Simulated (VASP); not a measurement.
Consider the following.

```
Pt3Te4
1.0
    1.99400     1.15124    11.79667
   -1.99400     1.15124    11.79667
    0.00000    -2.30247    11.79667
Te Pt
4 3
Direct
  0.44300   0.44300   0.44300
  0.55700   0.55700   0.55700
  0.29500   0.29500   0.29500
  0.70500   0.70500   0.70500
  0.00000   0.00000   0.00000
  0.14600   0.14600   0.14600
  0.85400   0.85400   0.85400
```

The numbers are results of PBEsol GGA, VASP's PBE PAW potentials (set 64) (plane waves; VASP 6.6.1), not measurements. Run with 300 eV cut-off, 4×4×4 Γ-centred mesh, Gaussian smearing of 0.10 eV, potentials Te Pt.

At this cut-off the stress carries a Pulay error, which pulls relaxed volumes low.

### Question
Give the force on each atom (eV/Å).

### Answer

```csv
atom,Fx,Fy,Fz
Te1,0.000,0.000,0.520
Te2,0.000,0.000,-0.520
Te3,0.000,0.000,-0.236
Te4,0.000,0.000,0.236
Pt5,0.000,0.000,0.000
Pt6,0.000,0.000,-0.092
Pt7,0.000,0.000,0.092
```

### Question
Give the stress tensor in GPa (positive for a compressed cell).

### Answer

```
-1.50   0.00   0.00
 0.00  -1.50   0.00
 0.00   0.00  -1.33
```
The pressure is its mean diagonal, -1.44 GPa.

The structure comes from a measured Te4Pt3 entry of the Crystallography Open Database, whose conditions weren't checked. The cell was not relaxed at this level. The k-mesh is coarse (spacing up to 0.46 per Å, 2π included), so the numbers may not be converged in it.
